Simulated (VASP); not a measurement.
# AlGeIO2: structure and properties in VASP, part 2 of 2

What structure does AlGeIO2 take at this level, and what are its properties? The cell is invented: it takes the structure of a Materials Project entry for SbPbIO2 (space group 107 there), with some of its atoms replaced by other elements, volume scaled by an estimate. It may not be a known or stable phase.

VASP 6.6.1; optPBE-vdW; plane waves and PAW (I, Ge_d, Al, O); invented cell.

So far, gap on the k-mesh (eV): step 2 (rough relaxation of the start cell) 1.51; step 3 (relaxing cell and atoms (optPBE-vdW)) 1.52. The relaxed cell has a = 3.740, c = 12.746 Å (conventional setting).

## 4. Single point with fields (optPBE-vdW) (continued)

Valence density in the ac plane of the conventional cell at fractional y = 0.000, with atoms of I and Ge and Al and O within 0.2 Å of it. It is the smooth field of the valence electrons, not physical close to the nuclei.

Ten steps, logarithmic in the rise over the least value, from '0' (0 e/Å³) to '9' (13 e/Å³), each cell a mean:
```
44444333334444
44433333333444
33333333333333
33333333333333
33334566644333
33345788864333
55444567654445
99744444444579
99743333334589
65443333333456
33333333333333
33333333333333
33333333333333
33333333333333
33333333333333
33333333333333
33344566654333
33345788865433
33344567654333
33333344433333
33333333333333
44443333333444
44444333334444
03444333344442
```
Columns run along a (3.7 Å), rows up along c (12.7 Å), edges of the conventional cell, whose origin can differ from the input's. Atoms in or near the plane, at fractional coordinates: I at (0.00, 0.02), Ge at (0.00, 0.66), Al at (0.00, 0.28), O at (0.50, 0.76), O at (0.50, 0.26).

In this run the pressure is 0.06 GPa, small enough to go on.

## 5. Band structure (optPBE-vdW)

Levels along the symmetry lines show where the bands peak and cross; KPOINTS_OPT computes them in the converged potential.

Input file INCAR:

```
SYSTEM = AlGeIO2
PREC = Accurate
ENCUT = 520
EDIFF = 1E-06
NELM = 100
ISMEAR = 0
SIGMA = 0.05
LREAL = .FALSE.
ALGO = Normal
GGA = OR
AGGAC = 0
LUSE_VDW = .TRUE.
LASPH = .TRUE.
NBANDS = 33
LORBIT = 11
LWAVE = .FALSE.
LCHARG = .FALSE.
KPAR = 2
```

Input file POSCAR:

```
AlGeIO2
1.0
   -1.8699347037      1.8699347037      6.3729280432
    1.8699347037     -1.8699347037      6.3729280432
    1.8699347037      1.8699347037     -6.3729280432
I Ge Al O
1 1 1 2
Direct
    0.0155372484      0.0155372484      0.0000000000
    0.6583990131      0.6583990131      0.0000000000
    0.2754632352      0.2754632352      0.0000000000
    0.7617007517      0.2617007517      0.5000000000
    0.2617007517      0.7617007517      0.5000000000
```

Input file KPOINTS:

```
Automatic mesh
0
Gamma
10 10 10
0 0 0
```

Input file KPOINTS_OPT:

```
Line mode
16
Line-mode
Reciprocal
  0.00000000   0.00000000   0.00000000 GAMMA
  0.00000000   0.00000000   0.50000000 X

  0.00000000   0.00000000   0.50000000 X
 -0.04304720   0.04304720   0.50000000 Y

 -0.04304720   0.04304720   0.50000000 Y
 -0.27152360   0.27152360   0.27152360 S

 -0.27152360   0.27152360   0.27152360 S
  0.00000000   0.00000000   0.00000000 GAMMA

  0.00000000   0.00000000   0.00000000 GAMMA
  0.50000000   0.50000000  -0.50000000 Z

  0.50000000   0.50000000  -0.50000000 Z
  0.27152360   0.72847640  -0.27152360 S1

  0.27152360   0.72847640  -0.27152360 S1
  0.00000000   0.50000000   0.00000000 N

  0.00000000   0.50000000   0.00000000 N
  0.25000000   0.25000000   0.25000000 P

  0.25000000   0.25000000   0.25000000 P
  0.50000000   0.50000000  -0.04304720 Y1

  0.50000000   0.50000000  -0.04304720 Y1
  0.50000000   0.50000000  -0.50000000 Z

  0.00000000   0.00000000   0.50000000 X
  0.25000000   0.25000000   0.25000000 P
```

Potentials, in the order of the species: I, Ge_d, Al and O (PBE family, release 64).

The run is started by

```bash
$ mpirun -np 2 vasp_std
```

Elapsed: 10 min, on 2 MPI ranks of Intel Xeon 6975P-C (Granite Rapids), shared host; peak memory 2.6 GiB.

Spin-orbit coupling is off here; with elements this heavy it splits and shifts levels by tenths of an eV or more.

Numbers from this step:

* bands: 33
* Fermi energy: 5.301 eV
* pressure: 0.06317 GPa
* least gap on mesh and path: 1.515 eV
* least direct gap on mesh and path: 2.280 eV
* valence top at k: -0.2534, 0.2534, 0.2534
* least direct gap at k: 0, 0, 0.1667

Electronic bands along the path, in eV, zero at the valence-band top; v1 is the highest filled band, c1 the lowest empty one:

```
          point     v4     v3     v2     v1    c1    c2    c3    c4
              Γ  -2.88  -1.88  -0.77  -0.77  1.52  2.80  4.54  4.54
0.53 of the way  -2.44  -1.91  -1.72  -0.60  2.60  3.51  3.61  4.68
              X  -3.10  -2.55  -1.84  -1.65  2.51  2.60  3.49  4.13
0.47 of the way  -3.10  -2.54  -1.85  -1.66  2.37  2.76  3.49  4.14
              Y  -3.07  -2.50  -1.87  -1.70  2.21  2.99  3.51  4.17
0.47 of the way  -2.57  -2.01  -1.86  -1.54  2.36  3.78  3.98  4.77
              S  -3.61  -2.11  -0.81  -0.01  3.23  3.87  4.03  5.01
0.47 of the way  -3.05  -1.81  -0.59  -0.35  2.13  4.29  4.33  4.38
              Γ  -2.88  -1.88  -0.77  -0.77  1.52  2.80  4.54  4.54
0.47 of the way  -2.93  -1.49  -0.72  -0.72  1.61  3.08  4.37  4.37
              Z  -2.93  -1.25  -0.66  -0.66  1.87  3.34  4.16  4.16
0.53 of the way  -3.14  -2.57  -0.60  -0.37  2.92  3.84  4.10  4.19
             S1  -3.61  -2.11  -0.81  -0.01  3.23  3.87  4.03  5.01
0.53 of the way  -3.66  -1.97  -0.84   0.00  3.09  3.94  4.03  5.05
              N  -3.70  -1.89  -0.85   0.00  3.03  3.97  4.03  5.06
0.47 of the way  -2.63  -1.97  -1.69  -1.45  2.48  3.65  3.84  4.81
              P  -2.82  -2.82  -1.83  -1.65  2.40  3.02  3.02  4.40
0.47 of the way  -3.00  -2.63  -1.84  -1.66  2.39  2.81  3.33  4.28
             Y1  -3.07  -2.50  -1.87  -1.70  2.21  2.99  3.51  4.17
0.47 of the way  -2.57  -2.51  -2.01  -0.79  2.93  3.81  4.01  4.72
              Z  -2.93  -1.25  -0.66  -0.66  1.87  3.34  4.16  4.16
      jump to X  -3.10  -2.55  -1.84  -1.65  2.51  2.60  3.49  4.13
0.47 of the way  -3.03  -2.62  -1.84  -1.65  2.46  2.71  3.36  4.24
              P  -2.82  -2.82  -1.83  -1.65  2.40  3.02  3.02  4.40
```

Of the projections kept (I, Ge, Al, O), the largest for each band there; the rest of the weight can lie on other orbitals:

```
point      v4      v3      v2      v1       c1       c2       c3       c4
    Γ  O 0.53  I 0.71  I 0.90  I 0.90  Al 0.60  Ge 0.67  Ge 0.65  Ge 0.65
    X  I 0.74  I 0.59  I 0.90  O 0.99  Al 0.53  Ge 0.57  Ge 0.49  Ge 0.57
    Y  I 0.73  I 0.61  I 0.89  O 0.98  Ge 0.39  Ge 0.40  Ge 0.49  Ge 0.58
    S  O 0.68  I 0.61  O 0.41  I 0.99   O 0.37  Ge 0.37  Ge 0.79  Ge 0.57
    Γ  O 0.53  I 0.71  I 0.90  I 0.90  Al 0.60  Ge 0.67  Ge 0.65  Ge 0.65
    Z  O 0.90  I 0.40  I 0.89  I 0.89  Ge 0.36  Ge 0.43  Ge 0.70  Ge 0.70
```

The path finds the gap of the mesh within 0.02 eV, so the mesh comes close to both band edges.

## 6. Results

```json
{
  "relaxed volume": "17.83 Å³/atom",
  "relaxed conventional cell a, b, c": "3.740, 3.740, 12.746 Å",
  "space group after relaxing, within 0.02 Å": "I4mm (No. 107)",
  "band gap": "1.52 eV, indirect (least direct gap of that run 2.28 eV)"
}
```

**Reading.** With optPBE-vdW, AlGeIO2 relaxes to 17.83 Å³/atom in space group I4mm (held by the symmetry of the run) and has an indirect gap of 1.52 eV. Band structure (optPBE-vdW): The path shows an indirect gap of 1.52 eV (valence top between S and Γ, conduction bottom at Γ). The least direct gap is 2.28 eV. Spin-orbit coupling is left out, and with elements this heavy it would split and shift bands near the edges, and it can change the kind of a small gap. No search among competing phases was made. All values are for a static lattice at zero temperature.

[Lines on the potential files, build, host, timing and source positions are cut from VASP's logs without a mark.]

[Logs are printed without paths, hosts, clocks, repeated set-up lines and the standing remarks that a program may print on its own settings, such as how far it seeks lower states.]

[Hosts, paths, dates, database ids (printed as entryN), source tags and the programs' standing remarks are cut or masked in the printed files.]

[A measured line is paired with the nearest computed mode of its activity, which favours agreement.]
